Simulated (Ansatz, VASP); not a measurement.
TiSiTe4: VASP beside Ansatz

```
Ti Si Te
1.0
     4.88303    0.00000    0.00000
    -2.44151    4.22883    0.00000
     0.00000    0.00000    8.77539
Ti Si Te
1 1 4
Cartesian
  0.0000 0.0000 1.1978
  0.0000 0.0000 4.1900
  2.4415 0.0000 2.6836
  -1.2208 2.1144 2.6836
  1.2208 2.1144 2.6836
  0.0000 0.0000 6.2096
```

Alike in both runs: task single point; functional PBE; k mesh 6 × 6 × 2; occupations gaussian, width 0.1 eV; no spin polarisation.

```csv
,VASP,Ansatz
version,VASP 6.6.1,Ansatz 0.2.0
potentials or method,"VASP PAW PBE potentials, release 64 (Ti_sv, Si, Te)","scalar-relativistic, plane waves, PAW"
plane-wave cutoff (eV),520,420
valence electrons in the cell,40,80
```

```tsv
	VASP	Ansatz	Ansatz less VASP
gap on the k mesh at the Fermi level (eV)	none	none	-
rms of the force components (eV/Å)	3.217	3.177	-0.0400
```

Atom by atom the forces differ by 0.042 eV/Å (rms over components). A gap of «none» marks a metal or a gap that the smearing closes. The two sets of potentials don't hold the same shells in valence.

Caveats: forces of over 1 eV/Å show positions far from the minimum, so gaps and moduli don't describe the material at rest. The runs have no spin-orbit coupling, so splittings on Te are missing.
